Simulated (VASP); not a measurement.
# Interstitial N in Cu

Wanted: what interstitial N costs in Cu and how the lattice relaxes round it.

Program: VASP 6.6.1. Level of theory: PBEsol; plane waves and PAW (Cu), in the first sound run; inputs show where later runs differ. Results are calculated unless marked as measured.

This is a report of a sequence of runs, with most program output left out.

## Step 1: The host crystal

The structure is cubic, space group Fm-3m (No. 225). Conventional cell: a = 3.610 Å, b = 3.610 Å, c = 3.610 Å, α = 90.00°, β = 90.00°, γ = 90.00°. Nearest to Cu lie 12 Cu at 2.55 Å.

## Step 2: The host at zero pressure

Cell and atoms are relaxed first, so that later runs start from this functional's own cell.

INCAR

```
SYSTEM = Cu
PREC = Accurate
ENCUT = 400
EDIFF = 1E-06
NELM = 120
ISMEAR = 1
SIGMA = 0.15
LREAL = .FALSE.
ALGO = Normal
GGA = PS
NBANDS = 11
LASPH = .TRUE.
LORBIT = 11
LWAVE = .FALSE.
LCHARG = .FALSE.
KPAR = 8
IBRION = 2
NSW = 40
ISIF = 3
EDIFFG = -0.02
POTIM = 0.4
```

POSCAR

```
Cu
1.0
    0.0000000000      1.8050000000      1.8050000000
    1.8050000000      0.0000000000      1.8050000000
    1.8050000000      1.8050000000      0.0000000000
Cu
1
Direct
    0.0000000000      0.0000000000      0.0000000000
```

KPOINTS

```
Automatic mesh
0
Gamma
16 16 16
0 0 0
```

Potentials, in the order of the species: Cu (PBE family, release 64).

Launch:

```bash
> mpirun -np 8 vasp_std
```

It took 4 s on 8 MPI ranks of AMD EPYC 9R45, shared host; peak memory 0.81 GiB; 24 s of CPU time.

This run has no spin polarisation. Its electron count is odd, so without a moment it is a metal by construction. The PAW data sets were made with PBE, which is usual practice but a small mismatch for other functionals. The run keeps the 48 symmetry operations of its start, so it cannot find a distortion of lower symmetry.

Relaxation path:

| step | energy less that of the first step (eV) | largest force (eV/Å) | pressure (GPa) | volume (Å³) |
| --- | --- | --- | --- | --- |
| 1 | 0.0000 | 0.0000 | -5.92 | 11.76 |
| 2 | -0.0079 | 0.0000 | 2.04 | 11.18 |
| 3 | -0.0087 | 0.0000 | 0.00 | 11.31 |

| conventional cell, symmetrised | before | after | change |
| --- | --- | --- | --- |
| a (Å) | 3.610 | 3.563 | -1.3 % |
| b (Å) | 3.610 | 3.563 | -1.3 % |
| c (Å) | 3.610 | 3.563 | -1.3 % |
| volume (Å³/atom) | 11.76 | 11.31 | -3.8 % |

Final coordinates:

```xyz
1
Lattice="0.0000 1.7816 1.7816 1.7816 0.0000 1.7816 1.7816 1.7816 0.0000" Properties=species:S:1:pos:R:3 pbc="T T T"
Cu    0.0000    0.0000    0.0000
```

This step gave:

```yaml
electronic_cycles: 26
electrons: 11
free_energy_toten: -4.311 eV
fermi_energy: 7.904 eV
labelled_metallic_from_the_levels_on_this_mesh: yes
```

The run ended after 3 ionic steps, 0.009 eV below its first step, once forces and stress met EDIFFG = -0.02.

## Step 3: The perfect supercell

System of this step: Cu. The structure is cubic, space group Fm-3m (No. 225). Conventional cell: a = 3.563 Å, b = 3.563 Å, c = 3.563 Å, α = 90.00°, β = 90.00°, γ = 90.00°. Cu has 12 Cu at 2.52 Å nearest.

The same cell, mesh and cutoff without the defect give the energy to subtract and, in a gapped host, the band edges to count from, so that most errors cancel.

INCAR

```
SYSTEM = Cu
PREC = Normal
ENCUT = 400
EDIFF = 1E-05
NELM = 120
ISMEAR = 1
SIGMA = 0.2
LREAL = Auto
ALGO = Fast
GGA = PS
NBANDS = 208
LASPH = .TRUE.
LORBIT = 11
LWAVE = .FALSE.
LCHARG = .FALSE.
KPAR = 4
NCORE = 2
```

POSCAR

```
Cu
1.0
    7.1264299548      0.0000000000      0.0000000000
    0.0000000000      7.1264299548      0.0000000000
    0.0000000000      0.0000000000      7.1264299548
Cu
32
Direct
    0.5000000000      0.0000000000      0.0000000000
    0.7500000000      0.2500000000      0.0000000000
    0.7500000000      0.0000000000      0.2500000000
    0.0000000000      0.0000000000      0.0000000000
    0.2500000000      0.2500000000      0.0000000000
    0.5000000000      0.5000000000      0.0000000000
    0.7500000000      0.7500000000      0.0000000000
    0.2500000000      0.0000000000      0.2500000000
    0.5000000000      0.2500000000      0.2500000000
    0.7500000000      0.5000000000      0.2500000000
    0.5000000000      0.0000000000      0.5000000000
    0.7500000000      0.2500000000      0.5000000000
    0.7500000000      0.0000000000      0.7500000000
    0.0000000000      0.5000000000      0.0000000000
    0.2500000000      0.7500000000      0.0000000000
    0.0000000000      0.2500000000      0.2500000000
    0.2500000000      0.5000000000      0.2500000000
    0.5000000000      0.7500000000      0.2500000000
    0.0000000000      0.0000000000      0.5000000000
    0.2500000000      0.2500000000      0.5000000000
    0.5000000000      0.5000000000      0.5000000000
    0.7500000000      0.7500000000      0.5000000000
    0.2500000000      0.0000000000      0.7500000000
    0.5000000000      0.2500000000      0.7500000000
    0.7500000000      0.5000000000      0.7500000000
    0.0000000000      0.7500000000      0.2500000000
    0.0000000000      0.5000000000      0.5000000000
    0.2500000000      0.7500000000      0.5000000000
    0.0000000000      0.2500000000      0.7500000000
    0.2500000000      0.5000000000      0.7500000000
    0.5000000000      0.7500000000      0.7500000000
    0.0000000000      0.7500000000      0.7500000000
```

KPOINTS

```
Automatic mesh
0
Monkhorst-Pack
5 5 5
0 0 0
```

Launch:

```bash
> mpirun -np 8 vasp_std
```

Elapsed: 34 s, on 8 MPI ranks; peak memory 2.3 GiB; 3.7 min of CPU time.

Numbers from this step:

```
electronic cycles       : 15
electrons               : 352
free energy (TOTEN)     : -137.9001 eV
energy at zero smearing : -137.8977 eV
Fermi energy            : 7.867 eV
```

The host is treated as a metal, as its relaxation found a gap under 0.3 eV or none, and only the neutral defect is run.

## Step 4: Relaxing the atoms

This step: PBEsol; plane waves and PAW (N) (VASP 6.6.1).

System of this step: N2. The cell holds 2 atoms: 2 N. Its edges and angles: a = 11.000 Å, b = 11.500 Å, c = 14.000 Å, α = 90.0°, β = 90.0°, γ = 90.0°. Vacuum lies along a, b and c.

The reference for N is the N2 molecule, relaxed in a box at the cutoff of the large cell.

INCAR

```
SYSTEM = N
PREC = Normal
ENCUT = 400
EDIFF = 1E-05
NELM = 120
ISMEAR = 0
SIGMA = 0.01
LREAL = Auto
ALGO = Fast
GGA = PS
NBANDS = 11
LORBIT = 11
LWAVE = .FALSE.
LCHARG = .FALSE.
NCORE = 8
LASPH = .TRUE.
IBRION = 2
NSW = 20
ISIF = 2
EDIFFG = -0.03
POTIM = 0.4
MAXMIX = 40
ISYM = 0
```

POSCAR

```
N
1.0
   11.0000000000      0.0000000000      0.0000000000
    0.0000000000     11.5000000000      0.0000000000
    0.0000000000      0.0000000000     14.0000000000
N
2
Direct
    0.5000000000      0.5000000000      0.4607142900
    0.5000000000      0.5000000000      0.5392857100
```

KPOINTS

```
Automatic mesh
0
Gamma
1 1 1
0 0 0
```

The projector-augmented-wave data sets are N (PBE family, release 64).

Launch:

```bash
> mpirun -np 8 vasp_gam
```

Elapsed: 4.6 s, on 8 MPI ranks; peak memory 1.2 GiB.

Relaxation path:

| step | energy less that of the first step (eV) | largest force (eV/Å) |
| --- | --- | --- |
| 1 | 0.0000 | 2.5480 |
| 2 | 1.5912 | 14.0802 |
| 3 | -0.0195 | 0.2210 |
| 4 | -0.0196 | 0.0111 |

Final coordinates:

```
N
1.0
    11.00000    0.00000    0.00000
     0.00000   11.50000    0.00000
     0.00000    0.00000   14.00000
N
2
Direct
  0.50000 0.50000 0.46015
  0.50000 0.50000 0.53985
```

This step gave:

| Quantity | Value |
| --- | --- |
| electronic cycles | 43 |
| electrons | 10 |
| free energy (TOTEN) | -17.03 eV |
| gap between the highest filled and lowest empty level | 7.996 eV |

The run ended after 4 ionic steps, 0.020 eV below its first step, once the forces on the free atoms met EDIFFG = -0.03.

Energy at zero smearing: -17.03300 eV.

## Step 5: The defect cell

This step: PBEsol, no spin polarisation; plane waves and PAW (Cu, N) (VASP 6.6.1).

System of this step: Cu32N. The cell holds 33 atoms: 32 Cu and 1 N. Cell: a = 7.126 Å, b = 7.126 Å, c = 7.126 Å, α = 90.0°, β = 90.0°, γ = 90.0°. It derives from Cu. Nearest the centre at fractional (0.250, 0.250, 0.250): N33 at 0.00 Å, Cu8 at 1.78 Å, Cu16 at 1.78 Å, Cu5 at 1.78 Å, Cu20 at 1.78 Å, Cu17 at 1.78 Å, Cu9 at 1.78 Å, Cu6 at 3.09 Å.

The host is treated as a metal, since its gap is under 0.3 eV or closed. The run keeps 48 symmetry operations, which cuts the number of k-points but bars distortions that break them. The atoms relax at the host's fixed cell.

INCAR

```
SYSTEM = Cu32N
PREC = Normal
ENCUT = 400
EDIFF = 1E-05
NELM = 120
ISMEAR = 1
SIGMA = 0.2
LREAL = Auto
ALGO = Fast
GGA = PS
NBANDS = 208
LASPH = .TRUE.
LORBIT = 11
LWAVE = .FALSE.
LCHARG = .TRUE.
KPAR = 4
NCORE = 2
IBRION = 2
NSW = 50
ISIF = 2
EDIFFG = -0.03
POTIM = 0.4
MAXMIX = 40
ISYM = 2
```

POSCAR

```
Cu32N
1.0
    7.1264299548      0.0000000000      0.0000000000
    0.0000000000      7.1264299548      0.0000000000
    0.0000000000      0.0000000000      7.1264299548
Cu N
32 1
Direct
    0.5000000000      0.0000000000      0.0000000000
    0.7500000000      0.2500000000      0.0000000000
    0.7500000000      0.0000000000      0.2500000000
    0.0000000000      0.0000000000      0.0000000000
    0.2500000000      0.2500000000      0.0000000000
    0.5000000000      0.5000000000      0.0000000000
    0.7500000000      0.7500000000      0.0000000000
    0.2500000000      0.0000000000      0.2500000000
    0.5000000000      0.2500000000      0.2500000000
    0.7500000000      0.5000000000      0.2500000000
    0.5000000000      0.0000000000      0.5000000000
    0.7500000000      0.2500000000      0.5000000000
    0.7500000000      0.0000000000      0.7500000000
    0.0000000000      0.5000000000      0.0000000000
    0.2500000000      0.7500000000      0.0000000000
    0.0000000000      0.2500000000      0.2500000000
    0.2500000000      0.5000000000      0.2500000000
    0.5000000000      0.7500000000      0.2500000000
    0.0000000000      0.0000000000      0.5000000000
    0.2500000000      0.2500000000      0.5000000000
    0.5000000000      0.5000000000      0.5000000000
    0.7500000000      0.7500000000      0.5000000000
    0.2500000000      0.0000000000      0.7500000000
    0.5000000000      0.2500000000      0.7500000000
    0.7500000000      0.5000000000      0.7500000000
    0.0000000000      0.7500000000      0.2500000000
    0.0000000000      0.5000000000      0.5000000000
    0.2500000000      0.7500000000      0.5000000000
    0.0000000000      0.2500000000      0.7500000000
    0.2500000000      0.5000000000      0.7500000000
    0.5000000000      0.7500000000      0.7500000000
    0.0000000000      0.7500000000      0.7500000000
    0.2500000000      0.2500000000      0.2500000000
```

KPOINTS

```
Automatic mesh
0
Monkhorst-Pack
5 5 5
0 0 0
```

PAW data sets: Cu and N (PBE family, release 64).

Launch:

```bash
> mpirun -np 8 vasp_std
```

Run time: 3 min. Hardware: 8 MPI ranks; peak memory 2.7 GiB.

This run has no spin polarisation, so a moment on Cu, if there is one, isn't seen. Its electron count is odd, so without a moment it is a metal by construction.

The steps of the relaxation:

| step | energy less that of the first step (eV) | largest force (eV/Å) |
| --- | --- | --- |
| 1 | 0.0000 | 2.9212 |
| 2 | -0.9448 | 0.2989 |
| 3 | -0.9451 | 0.3077 |
| 4 | -0.9855 | 0.1451 |
| 5 | -0.9992 | 0.0965 |
| 6 | -0.9991 | 0.0986 |
| 7 | -1.0018 | 0.0426 |
| 8 | -1.0023 | 0.0316 |
| 9 | -1.0023 | 0.0201 |

The atoms that moved most (Å):

| atom | dx | dy | dz | length |
| --- | --- | --- | --- | --- |
| Cu8 | 0.000 | -0.122 | 0.000 | 0.122 |
| Cu5 | 0.000 | 0.000 | -0.122 | 0.122 |
| Cu16 | -0.122 | 0.000 | 0.000 | 0.122 |
| Cu9 | 0.122 | 0.000 | 0.000 | 0.122 |
| Cu20 | 0.000 | 0.000 | 0.122 | 0.122 |
| Cu17 | 0.000 | 0.122 | 0.000 | 0.122 |
| Cu6 | 0.019 | 0.019 | -0.019 | 0.032 |
| Cu14 | -0.019 | 0.019 | -0.019 | 0.032 |

The relaxed structure:

```xyz
33
Lattice="7.1264 0.0000 0.0000 0.0000 7.1264 0.0000 0.0000 0.0000 7.1264" Properties=species:S:1:pos:R:3 pbc="T T T"
Cu    3.5820   -0.0188   -0.0188
Cu    5.3448    1.7816   -0.0239
Cu    5.3448   -0.0239    1.7816
Cu   -0.0188   -0.0188   -0.0188
Cu    1.7816    1.7816   -0.1217
Cu    3.5820    3.5820   -0.0188
Cu    5.3448    5.3448   -0.0056
Cu    1.7816   -0.1217    1.7816
Cu    3.6849    1.7816    1.7816
Cu    5.3448    3.5871    1.7816
Cu    3.5820   -0.0188    3.5820
Cu    5.3448    1.7816    3.5871
Cu    5.3448   -0.0056    5.3448
Cu   -0.0188    3.5820   -0.0188
Cu    1.7816    5.3448   -0.0239
Cu   -0.1217    1.7816    1.7816
Cu    1.7816    3.6849    1.7816
Cu    3.5871    5.3448    1.7816
Cu   -0.0188   -0.0188    3.5820
Cu    1.7816    1.7816    3.6849
Cu    3.5820    3.5820    3.5820
Cu    5.3448    5.3448    3.5688
Cu    1.7816   -0.0239    5.3448
Cu    3.5871    1.7816    5.3448
Cu    5.3448    3.5688    5.3448
Cu   -0.0239    5.3448    1.7816
Cu   -0.0188    3.5820    3.5820
Cu    1.7816    5.3448    3.5871
Cu   -0.0239    1.7816    5.3448
Cu    1.7816    3.5871    5.3448
Cu    3.5688    5.3448    5.3448
Cu   -0.0056    5.3448    5.3448
N     1.7816    1.7816    1.7816
```

Numbers from this step:

| Quantity | Value |
| --- | --- |
| electronic cycles | 80 |
| electrons | 357 |
| free energy (TOTEN) | -144.4835 eV |
| energy at zero smearing | -144.4992 eV |
| Fermi energy | 8.219 eV |

Valence density in the ac plane at fractional y = 0.250, through the centre, with atoms of Cu and N within 0.45 Å of it. It is the smooth field of the valence electrons, not physical close to the nuclei.

Ten even steps from '_' (0 e/Å³) to '@' (15 e/Å³), each cell a mean:
```
______..**%%--____________..++##--______
________::--..______________....________
________________________________________
==..______________::==..______________--
@@--____________..**@@==____________..##
**::____________..==##--____________..++
..________________....________________..
__________..____________________________
______..==**::______________--==..______
______..##@@==____________..##@@==______
________--==::____________..==**::______
____________________________....________
________________________________________
--..____....______::==::____________..--
%%::____..::..____==@@**..__________--%%
**..____......____--##==____________::**
..__________________....______________..
________________________________________
________..::..______________::--..______
______..**%%--____________..**@@==______
```
Columns run along a (7.1 Å), rows up along c (7.1 Å). Atoms in or near the plane, at fractional coordinates: Cu at (0.75, 0.00), Cu at (0.25, 0.98), Cu at (0.52, 0.25), Cu at (0.75, 0.50), Cu at (0.98, 0.25), Cu at (0.25, 0.52), Cu at (0.50, 0.75), Cu at (0.00, 0.75), N at (0.25, 0.25).

The run ended after 9 ionic steps, 1.002 eV below its first step, once the forces on the free atoms met EDIFFG = -0.03.

N hardly moves from its start, within the 48 symmetry operations kept, and its nearest atoms are 6 Cu at 1.90 Å.

## Step 6: Formation energies

This step: point defect, PBEsol; plane waves and PAW (VASP 6.6.1).

This step runs nothing: it gathers the runs above.

Numbers from this step:

```
formation energy of the neutral defect : 1.915 eV
```

Formation energy:

| formation energy (eV) | largest move (Å) |
| --- | --- |
| 1.915 | 0.1217 |

E_f is E(defect cell) less E(perfect cell), corrected for the atoms exchanged with their references.

References, in eV an atom: N -8.517 (N2 molecule) and Cu -4.309 (the host). They were run at the supercell's cutoff and functional, without U, and count both elements from their own phases.

## Step 7: Outcome

| Quantity | Value |
| --- | --- |
| formation energy at charge 0 | 1.915 eV |

In words: Interstitial N costs 1.92 eV at the one site run, which need not be the lowest, with every exchanged atom at the energy of its element. N hardly moves from its start, within the 48 symmetry operations kept, and its nearest atoms are 6 Cu at 1.90 Å. With metallic smearing the value can move by tenths of an eV with the k mesh. The supercell of 32 atoms is small, so interactions between images remain.

[Lines on the potential files, build, host, timing and source positions are cut from VASP's logs without a mark.]

[Logs are printed without paths, hosts, clocks, repeated set-up lines and the standing remarks that a program may print on its own settings, such as how far it seeks lower states.]

[Hosts, paths, dates, database ids (printed as entryN), source tags and the programs' standing remarks are cut or masked in the printed files.]

[In band tables of VASP the shares of atoms and orbitals are scaled to a sum of 1 inside the atoms' spheres.]

[Runs that stopped without an error message from VASP are left out.]
